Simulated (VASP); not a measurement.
An input for Ansatz (written as the equivalent of a VASP run, and not itself run):

Ansatz 0.2 input:
```yaml
crystal:
  lattice:
    - [3.3227726, 0.0000000, 0.0000000]
    - [-1.6613863, 2.8776059, 0.0000000]
    - [0.0000000, 0.0000000, 14.7505990]
  atoms:
    - { symbol: Mo, position: [0.6666670, 0.3333330, 0.7500000] }
    - { symbol: Mo, position: [0.3333330, 0.6666670, 0.2500000] }
    - { symbol: Se, position: [0.6666670, 0.3333330, 0.3632670] }
    - { symbol: Se, position: [0.3333330, 0.6666670, 0.8632670] }
    - { symbol: Se, position: [0.3333330, 0.6666670, 0.6367330] }
    - { symbol: Se, position: [0.6666670, 0.3333330, 0.1367330] }
kpoints:
  mp_grid: { grid: [7, 7, 2] }
hamiltonian:
  xc: pbe
  pseudopotentials: { kind: paw }
scf:
  occupations: { method: gaussian, width: 0.05 }
  max_iter: 100
relax:
  max_steps: 60
  f_tol: 0.02
  cell: {}
output: { forces: true, stress: true, eigenvalues: true }
```

### Question
Write the VASP files for the same calculation (PBE).

### Answer
This is not unique; one that fits is 
KPOINTS:
```
K-points
0
G
7 7 2
0 0 0
```

INCAR:
```
SYSTEM = MoSe2
PREC = Accurate
ENCUT = 480
EDIFF = 1E-6
NELM = 100
ALGO = Normal
LREAL = .FALSE.
LASPH = .TRUE.
ISMEAR = 0
SIGMA = 0.05
GGA = PE
LMAXMIX = 4
LWAVE = .FALSE.
LCHARG = .FALSE.
IBRION = 2
ISIF = 3
NSW = 60
EDIFFG = -0.02
```

### POSCAR
```
MoSe2
1
    3.3227726057     0.0000000000     0.0000000000
   -1.6613863029     2.8776059209    -0.0000000000
    0.0000000000     0.0000000000    14.7505989790
Mo Se
2 4
Direct
  0.6666670000   0.3333330000   0.7500000000
  0.3333330000   0.6666670000   0.2500000000
  0.6666670000   0.3333330000   0.3632669757
  0.3333330000   0.6666670000   0.8632669757
  0.3333330000   0.6666670000   0.6367330243
  0.6666670000   0.3333330000   0.1367330243
```

POTCAR, in this order: Mo_sv Se (PBE.64 set). Program: vasp_std.

The two are equivalent in intent, not identical: each code has its own PAW files, so the cut-off isn't converted (ENCUT is set for VASP's; basis.ecutwfc is left out, and Ansatz then takes the one that its files recommend); Ansatz stops its SCF on the density residual and VASP on the energy change (EDIFF).

The compound is MoSe2 in the 2H layered structure. It was relaxed first, which changed the volume by +16 %. The start is the result of an earlier pass.
